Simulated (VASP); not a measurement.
```yaml
crystal:
  lattice:
    - [0.00000, 2.83000, 2.83000]
    - [2.83000, 0.00000, 2.83000]
    - [2.83000, 2.83000, 0.00000]
  atoms:
    - { symbol: Al, position: [0.00000, 0.00000, 0.00000] }
    - { symbol: As, position: [0.25000, 0.25000, 0.25000] }
```

These are G0W0 on PBE orbitals, VASP's PBE PAW potentials (set 64) (plane waves; VASP) values and carry that method's errors. Run with PREC = Normal, 350 eV cut-off, 6×6×6 Γ-centred mesh, Gaussian smearing of 0.010 eV, potentials Al_GW As_GW.

The mesh is coarse and the basis finite, so the quasiparticle values are not converged.

NBANDS = 128, ENCUTGW = 180 eV, NOMEGA = 64. The PBE levels (eV) that the step starts from are:

```json
[
 {"state": "k1 (0.00, 0.00, 0.00), band 1", "KS energy": "-8.44", "filling": "2"},
 {"state": "k1 (0.00, 0.00, 0.00), band 2", "KS energy": "3.43", "filling": "2"},
 {"state": "k1 (0.00, 0.00, 0.00), band 3", "KS energy": "3.43", "filling": "2"},
 {"state": "k1 (0.00, 0.00, 0.00), band 4", "KS energy": "3.43", "filling": "2"},
 {"state": "k1 (0.00, 0.00, 0.00), band 5", "KS energy": "5.48", "filling": "0"},
 {"state": "k1 (0.00, 0.00, 0.00), band 6", "KS energy": "7.72", "filling": "0"},
 {"state": "k1 (0.00, 0.00, 0.00), band 7", "KS energy": "7.72", "filling": "0"},
 {"state": "k1 (0.00, 0.00, 0.00), band 8", "KS energy": "7.72", "filling": "0"},
 {"state": "k2 (0.17, 0.00, 0.00), band 1", "KS energy": "-8.17", "filling": "2"},
 {"state": "k2 (0.17, 0.00, 0.00), band 2", "KS energy": "1.34", "filling": "2"},
 {"state": "k2 (0.17, 0.00, 0.00), band 3", "KS energy": "3.17", "filling": "2"},
 {"state": "k2 (0.17, 0.00, 0.00), band 4", "KS energy": "3.17", "filling": "2"},
 {"state": "k2 (0.17, 0.00, 0.00), band 5", "KS energy": "6.25", "filling": "0"},
 {"state": "k2 (0.17, 0.00, 0.00), band 6", "KS energy": "8.15", "filling": "0"},
 {"state": "k2 (0.17, 0.00, 0.00), band 7", "KS energy": "8.15", "filling": "0"},
 {"state": "k2 (0.17, 0.00, 0.00), band 8", "KS energy": "8.63", "filling": "0"},
 {"state": "k16 (-0.33, 0.50, 0.17), band 1", "KS energy": "-6.44", "filling": "2"},
 {"state": "k16 (-0.33, 0.50, 0.17), band 2", "KS energy": "-1.77", "filling": "2"},
 {"state": "k16 (-0.33, 0.50, 0.17), band 3", "KS energy": "0.49", "filling": "2"},
 {"state": "k16 (-0.33, 0.50, 0.17), band 4", "KS energy": "0.74", "filling": "2"},
 {"state": "k16 (-0.33, 0.50, 0.17), band 5", "KS energy": "6.60", "filling": "0"},
 {"state": "k16 (-0.33, 0.50, 0.17), band 6", "KS energy": "7.55", "filling": "0"},
 {"state": "k16 (-0.33, 0.50, 0.17), band 7", "KS energy": "10.55", "filling": "0"},
 {"state": "k16 (-0.33, 0.50, 0.17), band 8", "KS energy": "11.26", "filling": "0"}
]
```

**Question.** Give the quasiparticle energies and renormalisation factors Z.

**Answer.** 
```csv
state,QP energy (eV),Z
"k1 (0.00, 0.00, 0.00), band 1",-8.91,0.65
"k1 (0.00, 0.00, 0.00), band 2",2.84,0.76
"k1 (0.00, 0.00, 0.00), band 3",2.84,0.76
"k1 (0.00, 0.00, 0.00), band 4",2.84,0.76
"k1 (0.00, 0.00, 0.00), band 5",5.89,0.78
"k1 (0.00, 0.00, 0.00), band 6",7.90,0.76
"k1 (0.00, 0.00, 0.00), band 7",7.90,0.76
"k1 (0.00, 0.00, 0.00), band 8",7.90,0.76
"k2 (0.17, 0.00, 0.00), band 1",-8.64,0.67
"k2 (0.17, 0.00, 0.00), band 2",0.75,0.74
"k2 (0.17, 0.00, 0.00), band 3",2.57,0.76
"k2 (0.17, 0.00, 0.00), band 4",2.57,0.76
"k2 (0.17, 0.00, 0.00), band 5",6.56,0.77
"k2 (0.17, 0.00, 0.00), band 6",8.34,0.75
"k2 (0.17, 0.00, 0.00), band 7",8.34,0.75
"k2 (0.17, 0.00, 0.00), band 8",8.84,0.75
"k16 (-0.33, 0.50, 0.17), band 1",-6.83,0.69
"k16 (-0.33, 0.50, 0.17), band 2",-2.39,0.69
"k16 (-0.33, 0.50, 0.17), band 3",-0.20,0.73
"k16 (-0.33, 0.50, 0.17), band 4",0.05,0.74
"k16 (-0.33, 0.50, 0.17), band 5",6.66,0.77
"k16 (-0.33, 0.50, 0.17), band 6",7.70,0.76
"k16 (-0.33, 0.50, 0.17), band 7",10.71,0.73
"k16 (-0.33, 0.50, 0.17), band 8",11.41,0.73
```
On the mesh the gap opens from 1.43 to 2.04 eV.

The compound is AlAs in the zinc blende structure. The cell was not relaxed at this level.
